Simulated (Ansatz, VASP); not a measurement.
# SrCl2: VASP beside Ansatz, part 2 of 3

Aim: how closely do two programs agree when they are given the same cell, functional and k mesh? The cell is taken from a series of runs on this material, whose earlier steps may have relaxed, scaled, displaced or heated it; both programs get it as it stands.

VASP 6.6.1 and Ansatz 0.2.0.

So far: The starting structure; Ansatz: zone-centre phonons, PBE.

### Step 3. VASP: zone-centre phonons, PBE

Level of this step: PBE; plane waves and PAW (Sr_sv, Cl) (VASP).

The same cell, functional and mesh now go to VASP, with its own data sets.

Lines of VASP's logs that name or quote its potential files are left out, and so is its time.

Input file INCAR:

```
SYSTEM = SrCl2
PREC = Accurate
ENCUT = 500
EDIFF = 1E-08
NELM = 120
ISMEAR = 0
SIGMA = 0.01
LREAL = .FALSE.
ALGO = Normal
GGA = PE
NBANDS = 18
LORBIT = 11
LWAVE = .FALSE.
LCHARG = .FALSE.
ISIF = 2
IBRION = 8
LEPSILON = .TRUE.
LASPH = .TRUE.
GGA_COMPAT = .FALSE.
EFERMI = MIDGAP
KPAR = 2
```

Input file POSCAR:

```
SrCl2
1.0
    0.0000000000      3.5204798119      3.5204798119
    3.5204798119      0.0000000000      3.5204798119
    3.5204798119      3.5204798119      0.0000000000
Sr Cl
1 2
Direct
    0.0000000000      0.0000000000      0.0000000000
    0.2500000000      0.2500000000      0.2500000000
    0.7500000000      0.7500000000      0.7500000000
```

Input file KPOINTS:

```
Automatic mesh
0
Gamma
6 6 6
0 0 0
```

PAW data sets: Sr_sv and Cl (PBE family, release 64).

Started as:

```sh
$ mpirun -np 2 vasp_std
```

Log:

```text
[banner, memory and clock lines left out]
running    2 mpi-ranks, on    1 nodes
 distrk:  each k-point on    1 cores,    2 groups
 distr:  one band on    1 cores,    1 groups

 POSCAR found type information on POSCAR SrCl
 POSCAR found :  2 types and       3 ions
 LDA part: xc-table for (Slater+PW92), standard interpolation
 POSCAR, INCAR and KPOINTS ok, starting setup
 FFT: planning ... GRIDC
 FFT: planning ... GRID_SOFT
 FFT: planning ... GRID
 WAVECAR not read
 entering main loop
       N       E                     dE             d eps       ncg     rms          rms(c)
DAV:   1     0.140724409391E+03    0.14072E+03   -0.11217E+04   576   0.115E+03
DAV:   2    -0.385776184790E+01   -0.14458E+03   -0.14104E+03   754   0.226E+02
DAV:   3    -0.127945358594E+02   -0.89368E+01   -0.89145E+01   754   0.574E+01
DAV:   4    -0.130757164837E+02   -0.28118E+00   -0.28093E+00   982   0.900E+00
DAV:   5    -0.130784297611E+02   -0.27133E-02   -0.27127E-02   800   0.811E-01    0.121E+01
DAV:   6    -0.127723785081E+02    0.30605E+00   -0.68644E-01   686   0.461E+00    0.791E+00
DAV:   7    -0.127812598915E+02   -0.88814E-02   -0.38330E-01   816   0.375E+00    0.214E+00
DAV:   8    -0.127884304930E+02   -0.71706E-02   -0.56832E-02   712   0.134E+00    0.361E-01
DAV:   9    -0.127897392147E+02   -0.13087E-02   -0.23649E-03   822   0.284E-01    0.131E-01
DAV:  10    -0.127910260167E+02   -0.12868E-02   -0.10196E-03   650   0.190E-01    0.353E-02
DAV:  11    -0.127911196516E+02   -0.93635E-04   -0.77256E-05   772   0.490E-02    0.411E-02
DAV:  12    -0.127911351028E+02   -0.15451E-04   -0.18053E-05   654   0.220E-02    0.369E-03
DAV:  13    -0.127911373478E+02   -0.22450E-05   -0.30778E-06   766   0.959E-03    0.441E-03
DAV:  14    -0.127911372420E+02    0.10580E-06   -0.55955E-07   656   0.460E-03    0.204E-03
DAV:  15    -0.127911372840E+02   -0.42000E-07   -0.14363E-08   798   0.848E-04    0.803E-04
DAV:  16    -0.127911373171E+02   -0.33128E-07   -0.39680E-09   522   0.470E-04    0.129E-04
DAV:  17    -0.127911373252E+02   -0.80804E-08   -0.41729E-10   386   0.162E-04
   1 F= -.12791137E+02 E0= -.12791137E+02  d E =0.000000E+00
 Linear response reoptimize wavefunctions to high precision
DAV:   1    -0.127911373247E+02    0.56639E-09   -0.16059E-10   446   0.772E-05
DAV:   2    -0.127911373248E+02   -0.14825E-09   -0.18730E-11   378   0.316E-05
DAV:   3    -0.127911373248E+02    0.46612E-10   -0.47267E-13   370   0.140E-05
 Linear response G [H, r] |phi>, progress :
  Direction:   1
       N       E                     dE             d eps       ncg     rms
RMM:   1    -0.883031650914E+02   -0.88303E+02    0.44374E+02  1190   0.108E+02
RMM:   2    -0.849038683745E+02    0.33993E+01   -0.11756E+01  1112   0.209E+01
RMM:   3    -0.853505927127E+02   -0.44672E+00   -0.25075E+00  1263   0.639E+00
RMM:   4    -0.854389195817E+02   -0.88327E-01   -0.49699E-01  1310   0.259E+00
RMM:   5    -0.854580630300E+02   -0.19143E-01   -0.96645E-02  1339   0.109E+00
RMM:   6    -0.854604773464E+02   -0.24143E-02   -0.11195E-02  1347   0.426E-01
RMM:   7    -0.854619450794E+02   -0.14677E-02   -0.87364E-02  1410   0.200E-01
RMM:   8    -0.854626063082E+02   -0.66123E-03   -0.11148E-02  1384   0.927E-02
RMM:   9    -0.854622918525E+02    0.31446E-03    0.19130E-03  1394   0.439E-02
RMM:  10    -0.854624002337E+02   -0.10838E-03   -0.49050E-03  1362   0.227E-02
RMM:  11    -0.854623591664E+02    0.41067E-04    0.92660E-04  1348   0.122E-02
RMM:  12    -0.854623654652E+02   -0.62988E-05   -0.12418E-03  1344   0.736E-03
RMM:  13    -0.854623575725E+02    0.78927E-05    0.66312E-05  1333   0.487E-03
RMM:  14    -0.854623582855E+02   -0.71294E-06   -0.15582E-04  1307   0.361E-03
RMM:  15    -0.854623567423E+02    0.15432E-05    0.79141E-05  1262   0.303E-03
RMM:  16    -0.854623574348E+02   -0.69256E-06    0.68471E-05  1217   0.275E-03
RMM:  17    -0.854623563566E+02    0.10783E-05    0.11470E-04  1157   0.261E-03
RMM:  18    -0.854623579163E+02   -0.15597E-05    0.80012E-05  1127   0.253E-03
RMM:  19    -0.854623570875E+02    0.82885E-06    0.97003E-05  1082   0.249E-03
RMM:  20    -0.854623567352E+02    0.35222E-06    0.14394E-04  1075   0.246E-03
 Linear response G [H, r] |phi>, progress :
  Direction:   2
       N       E                     dE             d eps       ncg     rms
RMM:   1    -0.867254170829E+02   -0.86725E+02    0.45152E+02  1200   0.107E+02
RMM:   2    -0.826232015749E+02    0.41022E+01   -0.12014E+01  1116   0.202E+01
RMM:   3    -0.830161095995E+02   -0.39291E+00   -0.26496E+00  1268   0.618E+00
RMM:   4    -0.830927218575E+02   -0.76612E-01   -0.56083E-01  1308   0.252E+00
RMM:   5    -0.831089543012E+02   -0.16232E-01   -0.11721E-01  1334   0.109E+00
RMM:   6    -0.831113004832E+02   -0.23462E-02   -0.18262E-02  1339   0.436E-01
RMM:   7    -0.831119592717E+02   -0.65879E-03   -0.80586E-02  1415   0.211E-01
RMM:   8    -0.831135320284E+02   -0.15728E-02    0.33818E-02  1397   0.102E-01
[...]
RMM:  16    -0.541036475046E+00   -0.36867E-10   -0.19815E-07   704   0.172E-04
RMM:  17    -0.541036475065E+00   -0.18303E-10   -0.20741E-07   696   0.172E-04
 change of polarisation eV/A/(eV/A) component  3 :     0.005    -0.005     1.082
 dielectric tensor                  component  3 :     0.011    -0.011     3.244
 Linear response to external field, progress :
  Direction:   1
[...]
RMM:  12    -0.510458618906E+00    0.11002E-05   -0.22370E-06  2573   0.142E-03    0.277E-04
RMM:  13    -0.510458465432E+00    0.15347E-06   -0.27583E-06  2508   0.676E-04    0.227E-04
RMM:  14    -0.510458763461E+00   -0.29803E-06   -0.47357E-07  2369   0.448E-04    0.118E-04
RMM:  15    -0.510458754044E+00    0.94164E-08   -0.31170E-07  2120   0.267E-04    0.390E-05
RMM:  16    -0.510458638895E+00    0.11515E-06    0.31569E-08  1950   0.208E-04    0.126E-05
RMM:  17    -0.510458590981E+00    0.47915E-07    0.28896E-09  1575   0.183E-04    0.180E-05
RMM:  18    -0.510458628133E+00   -0.37152E-07    0.11439E-08  1355   0.176E-04    0.461E-06
 change of polarisation eV/A/(eV/A) component  2 :     0.004     0.909    -0.006
 dielectric tensor                  component  2 :     0.008     2.885    -0.013
 Linear response to external field, progress :
  Direction:   3
       N       E                     dE             d eps       ncg     rms          rms(c)
RMM:   1    -0.500955332360E+00   -0.50096E+00   -0.13999E+00  2273   0.371E+00
RMM:   2    -0.522238799994E+00   -0.21283E-01   -0.48669E-02  2218   0.929E-01    0.174E+00
RMM:   3    -0.469028064449E+00    0.53211E-01   -0.12431E-01  2006   0.153E+00    0.893E-01
RMM:   4    -0.485894873204E+00   -0.16867E-01   -0.64041E-02  2103   0.114E+00    0.352E-01
RMM:   5    -0.508654277376E+00   -0.22759E-01   -0.40447E-03  2151   0.402E-01    0.498E-02
RMM:   6    -0.508879841325E+00   -0.22556E-03   -0.10469E-03  2358   0.131E-01    0.322E-02
RMM:   7    -0.510068941912E+00   -0.11891E-02   -0.18323E-04  2338   0.611E-02    0.139E-02
RMM:   8    -0.510373133895E+00   -0.30419E-03   -0.83308E-05  2432   0.257E-02    0.477E-03
RMM:   9    -0.510479407789E+00   -0.10627E-03   -0.31265E-05  2434   0.108E-02    0.221E-03
RMM:  10    -0.510477035443E+00    0.23723E-05   -0.88157E-06  2457   0.566E-03    0.134E-03
RMM:  11    -0.510459307160E+00    0.17728E-04    0.97702E-07  2460   0.331E-03    0.283E-04
RMM:  12    -0.510458562315E+00    0.74485E-06   -0.32589E-06  2572   0.145E-03    0.292E-04
RMM:  13    -0.510458341629E+00    0.22069E-06   -0.10088E-06  2486   0.701E-04    0.255E-04
RMM:  14    -0.510458544732E+00   -0.20310E-06   -0.11414E-06  2372   0.473E-04    0.174E-04
RMM:  15    -0.510458629569E+00   -0.84836E-07   -0.36566E-07  2131   0.275E-04    0.834E-05
RMM:  16    -0.510458463951E+00    0.16562E-06   -0.25243E-07  2049   0.218E-04    0.772E-06
 change of polarisation eV/A/(eV/A) component  3 :     0.002    -0.002     0.909
 dielectric tensor                  component  3 :     0.003    -0.003     2.885
 Linear response DOF=           2
 Linear response progress:
  Degree of freedom:   1/  2
       N       E                     dE             d eps       ncg     rms          rms(c)
RMM:   1    -0.298008554906E+00   -0.29801E+00    0.37948E-01  1762   0.332E+00
RMM:   2    -0.300723951714E+00   -0.27154E-02   -0.29275E-02  1861   0.764E-01    0.227E-01
RMM:   3    -0.301745641679E+00   -0.10217E-02   -0.36323E-03  2222   0.277E-01    0.163E-01
RMM:   4    -0.302029493640E+00   -0.28385E-03   -0.60489E-04  2225   0.132E-01    0.493E-02
RMM:   5    -0.302340230591E+00   -0.31074E-03   -0.87017E-05  2265   0.468E-02    0.178E-02
RMM:   6    -0.302438833085E+00   -0.98602E-04   -0.15988E-05  2377   0.207E-02    0.763E-03
RMM:   7    -0.302427619133E+00    0.11214E-04   -0.32916E-06  2407   0.803E-03    0.258E-03
RMM:   8    -0.302419759819E+00    0.78593E-05   -0.73650E-07  2393   0.395E-03    0.117E-03
RMM:   9    -0.302414336319E+00    0.54235E-05    0.18272E-07  2472   0.190E-03    0.653E-04
RMM:  10    -0.302413858073E+00    0.47825E-06   -0.70859E-07  2480   0.898E-04    0.170E-04
RMM:  11    -0.302413235001E+00    0.62307E-06   -0.27959E-07  2617   0.419E-04    0.114E-04
RMM:  12    -0.302412326208E+00    0.90879E-06   -0.50242E-07  2612   0.245E-04    0.341E-05
RMM:  13    -0.302412825173E+00   -0.49896E-06    0.14912E-07  2594   0.146E-04    0.237E-05
RMM:  14    -0.302412786257E+00    0.38915E-07   -0.27713E-08  2748   0.101E-04    0.223E-05
RMM:  15    -0.302412599856E+00    0.18640E-06    0.27870E-08  2640   0.833E-05    0.410E-06
RMM:  16    -0.302412572216E+00    0.27640E-07    0.47595E-08  2619   0.707E-05    0.167E-06
RMM:  17    -0.302412583451E+00   -0.11235E-07    0.10241E-08  2506   0.658E-05    0.649E-07
RMM:  18    -0.302412577889E+00    0.55624E-08   -0.65994E-09  2360   0.638E-05    0.462E-07
 first order change of Fermi-energy   0.20209E-04
 force on displaced ion       1 direction 1 :  -2.344   0.000   0.000
 Born effective charge ion    1 direction 1 :   2.499   0.000   0.000
 Linear response progress:
  Degree of freedom:   2/  2
       N       E                     dE             d eps       ncg     rms          rms(c)
RMM:   1    -0.203582635672E+00   -0.20358E+00   -0.11925E-02  3679   0.235E+00
RMM:   2    -0.201108897003E+00    0.24737E-02   -0.48968E-03  2836   0.376E-01    0.152E-01
RMM:   3    -0.201715269164E+00   -0.60637E-03   -0.26335E-04  3073   0.846E-02    0.895E-02
RMM:   4    -0.202451605147E+00   -0.73634E-03   -0.18176E-04  3033   0.587E-02    0.166E-02
RMM:   5    -0.202327502721E+00    0.12410E-03   -0.25516E-05  3429   0.208E-02    0.711E-03
RMM:   6    -0.202341908489E+00   -0.14406E-04   -0.43393E-06  3738   0.820E-03    0.262E-03
RMM:   7    -0.202371590656E+00   -0.29682E-04    0.33373E-06  3670   0.402E-03    0.132E-03
RMM:   8    -0.202364094563E+00    0.74961E-05    0.12235E-05  3798   0.185E-03    0.197E-04
RMM:   9    -0.202365475038E+00   -0.13805E-05   -0.95215E-06  4116   0.763E-04    0.122E-04
RMM:  10    -0.202365482506E+00   -0.74674E-08    0.56157E-06  4091   0.362E-04    0.360E-05
RMM:  11    -0.202365543643E+00   -0.61137E-07   -0.16542E-06  4150   0.182E-04    0.256E-05
RMM:  12    -0.202365427959E+00    0.11568E-06    0.97888E-07  4217   0.107E-04    0.125E-05
RMM:  13    -0.202365418136E+00    0.98236E-08   -0.58163E-07  4333   0.712E-05    0.142E-05
RMM:  14    -0.202365430720E+00   -0.12584E-07    0.15591E-07  4125   0.573E-05    0.736E-06
RMM:  15    -0.202365418270E+00    0.12450E-07   -0.24573E-08  4215   0.508E-05    0.628E-06
RMM:  16    -0.202365417212E+00    0.10571E-08    0.87661E-08  4083   0.474E-05    0.408E-06
 first order change of Fermi-energy  -0.10824E-04
 force on displaced ion       2 direction 1 :  -2.520  -0.000  -0.000
 Born effective charge ion    2 direction 1 :  -1.249   0.000   0.000
 Born effective charges drift removed
 Linear response finished
```

(Part 2 of 3 ends here.)

[Lines on the potential files, build, host, timing and source positions are cut from VASP's logs without a mark.]

[Logs are printed without paths, hosts, clocks, repeated set-up lines and the standing remarks that a program may print on its own settings, such as how far it seeks lower states.]

[Hosts, paths, dates, database ids (printed as entryN), source tags and the programs' standing remarks are cut or masked in the printed files.]
